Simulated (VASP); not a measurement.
Input of a VASP 6.6.1 run:

INCAR

```
SYSTEM = Ga2SnSe
ALGO     = Fast           ! electronic algorithm
EDIFF    = 1E-4           ! SCF threshold, eV
EDIFFG   = -0.08          ! ionic threshold
ENCUT    = 520            ! plane-wave cutoff, eV
GGA      = PE             ! functional
IBRION   = 2              ! ionic algorithm
ISIF     = 3              ! what is computed and relaxed
ISMEAR   = 0              ! smearing method
LASPH    = .True.         ! aspherical terms in the spheres
LCHARG   = .False.        ! write CHGCAR
LREAL    = .False.        ! projectors in reciprocal space
LWAVE    = .False.        ! write WAVECAR
NELM     = 60             ! most SCF steps
NSW      = 24             ! ionic steps
PREC     = Normal         ! precision mode
SIGMA    = 0.15           ! smearing width, eV
```

KPOINTS

```
k-points
0
Gamma
  4 4 3
  0 0 0
```

Contents of POSCAR:

```
Ga2SnSe
1.0
    3.9700000000      0.0000000000      0.0000000000
    0.0000000000      3.9700000000      0.0000000000
    0.0000000000      0.0000000000      5.6300000000
Ga Sn Se
2 1 1
Direct
    0.5000000000      0.0000000000      0.7500000000
    0.0000000000      0.5000000000      0.2500000000
    0.0000000000      0.0000000000      0.0000000000
    0.5000000000      0.5000000000      0.5000000000
```

Potentials or basis: VASP PAW PBE potentials, release 64 (Ga_d, Sn_d, Se).

Launch:

```sh
$ cat potpaw_PBE.64/Ga_d/POTCAR potpaw_PBE.64/Sn_d/POTCAR potpaw_PBE.64/Se/POTCAR > POTCAR
$ mpirun -np 1 vasp_std > vasp.out
```

(1) Predict the space group after relaxing (to 0.05 Å).

(2) Predict the relaxed volume.

(3) Estimate the band gap on the k mesh.

(4) What does it give for the relaxed cell?

Results:

(1) P-4m2 (No. 115).

(2) 28.61 Å³/atom.

(3) none (metal or under the smearing width).

(4) a = 4.445 Å, b = 4.445 Å, c = 5.792 Å, α = 90.00°, β = 90.00°, γ = 90.00°.

Caveat: the k mesh is coarse (spacing up to 0.40 Å⁻¹), so the values aren't converged; the volume moved by over 15 % at a fixed basis, so the end points are rough.
